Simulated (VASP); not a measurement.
A convergence study with VASP on Sn (beta): one setting is varied, all else stays as given below, so the limit is that of these other settings.

```
CELL_PARAMETERS angstrom
     -2.91500     2.91500     1.59000
      2.91500    -2.91500     1.59000
      2.91500     2.91500    -1.59000
ATOMIC_POSITIONS crystal
  Sn 0.25000 0.75000 0.50000
  Sn 0.00000 0.00000 0.00000
```

Calculation: PBE GGA, VASP's PBE PAW potentials (set 64) (plane waves; VASP). The tightest run used: 550 eV cut-off, 23×23×23 Γ-centred mesh, first-order Methfessel-Paxton smearing of 0.10 eV, potentials Sn_d.

**Question.** The settings run are 1×1×1 mesh; 2×2×2 mesh; 3×3×3 mesh; 4×4×4 mesh; 5×5×5 mesh; 6×6×6 mesh; 7×7×7 mesh; 8×8×8 mesh; 9×9×9 mesh; 10×10×10 mesh; 11×11×11 mesh; 12×12×12 mesh; 13×13×13 mesh; 14×14×14 mesh; 15×15×15 mesh; 16×16×16 mesh; 17×17×17 mesh; 18×18×18 mesh; 19×19×19 mesh; 20×20×20 mesh; 21×21×21 mesh; 22×22×22 mesh; 23×23×23 mesh. From which on does the energy per atom stay within 0.005 eV/atom of the tightest run?

**Answer.** From 9×9×9 mesh on: it is off by 0.0045 there and by no more than 0.005 in any finer run, while 8×8×8 mesh is off by 0.0079.
| setting | E (eV/atom) | pressure (GPa) | irreducible k-points | difference judged (eV/atom) |
|---|---|---|---|---|
| 1×1×1 mesh | -4.3147 | 7.12 | 1 | 0.5200 |
| 2×2×2 mesh | -4.0803 | 4.93 | 4 | 0.2856 |
| 3×3×3 mesh | -3.6218 | 1.84 | 6 | 0.1729 |
| 4×4×4 mesh | -3.7510 | 2.44 | 13 | 0.0437 |
| 5×5×5 mesh | -3.7905 | 3.03 | 18 | 0.0042 |
| 6×6×6 mesh | -3.7875 | 2.54 | 30 | 0.0072 |
| 7×7×7 mesh | -3.8080 | 2.47 | 40 | 0.0133 |
| 8×8×8 mesh | -3.7868 | 2.61 | 59 | 0.0079 |
| 9×9×9 mesh | -3.7903 | 2.68 | 75 | 0.0045 |
| 10×10×10 mesh | -3.7935 | 2.66 | 102 | 0.0012 |
| 11×11×11 mesh | -3.7951 | 2.68 | 126 | 0.0004 |
| 12×12×12 mesh | -3.7951 | 2.58 | 163 | 0.0004 |
| 13×13×13 mesh | -3.7962 | 2.58 | 196 | 0.0015 |
| 14×14×14 mesh | -3.7919 | 2.60 | 244 | 0.0028 |
| 15×15×15 mesh | -3.7937 | 2.63 | 288 | 0.0010 |
| 16×16×16 mesh | -3.7953 | 2.62 | 349 | 0.0006 |
| 17×17×17 mesh | -3.7952 | 2.58 | 405 | 0.0004 |
| 18×18×18 mesh | -3.7935 | 2.60 | 480 | 0.0012 |
| 19×19×19 mesh | -3.7943 | 2.59 | 550 | 0.0004 |
| 20×20×20 mesh | -3.7945 | 2.64 | 641 | 0.0002 |
| 21×21×21 mesh | -3.7940 | 2.61 | 726 | 0.0008 |
| 22×22×22 mesh | -3.7947 | 2.63 | 834 | 0.0001 |
| 23×23×23 mesh | -3.7947 | 2.63 | 936 | 0.0000 |

Left out are rungs that failed or repeat a setting and relaxations that didn't move; long series are thinned to 24 rows.

The compound is Sn in the beta structure. The cell was not relaxed at this level.
